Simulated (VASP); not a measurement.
Here is a VASP 6.6.1 calculation.

Contents of INCAR:

```
SYSTEM = W
PREC     = Accurate       ! precision mode
ENCUT    = 520            ! plane-wave cutoff, eV
EDIFF    = 1E-7           ! SCF threshold, eV
ISMEAR   = 0              ! smearing method
SIGMA    = 0.1            ! smearing width, eV
LREAL    = .False.        ! projectors in reciprocal space
LASPH    = .True.         ! aspherical terms in the spheres
NELM     = 80             ! most SCF steps
ALGO     = Normal         ! electronic algorithm
ISIF     = 3              ! what is computed and relaxed
LWAVE    = .False.        ! write WAVECAR
LCHARG   = .False.        ! write CHGCAR
GGA      = PE             ! functional
IBRION   = 2              ! ionic algorithm
NSW      = 80             ! ionic steps
EDIFFG   = -0.002         ! ionic threshold
```

The input KPOINTS:

```
Automatic mesh
0
Gamma
  18 18 18
  0 0 0
```

POSCAR

```
W                                       
1.0
   -1.5926457963      1.5926457963      1.5926457963
    1.5926457963     -1.5926457963      1.5926457963
    1.5926457963      1.5926457963     -1.5926457963
  W             
     1
Direct
     0.0000000000000000    0.0000000000000000    0.0000000000000000
```

Potentials or basis: VASP PAW PBE potentials, release 64 (W_sv).

Launch:

```bash
$ cat potpaw_PBE.64/W_sv/POTCAR > POTCAR
$ mpirun -np 1 vasp_std > vasp.out
```

Q: What does it give for the band gap on the k mesh?

A: None (metal or under the smearing width).

Final structure:
```yaml
crystal:
  lattice:
    - [-1.59265, 1.59265, 1.59265]
    - [1.59265, -1.59265, 1.59265]
    - [1.59265, 1.59265, -1.59265]
  atoms:
    - { symbol: W, position: [0.00000, 0.00000, 0.00000] }
```

Caveat: the relaxation stopped at its first step, so nothing moved. Spin-orbit coupling is left out, which matters for the levels of W.
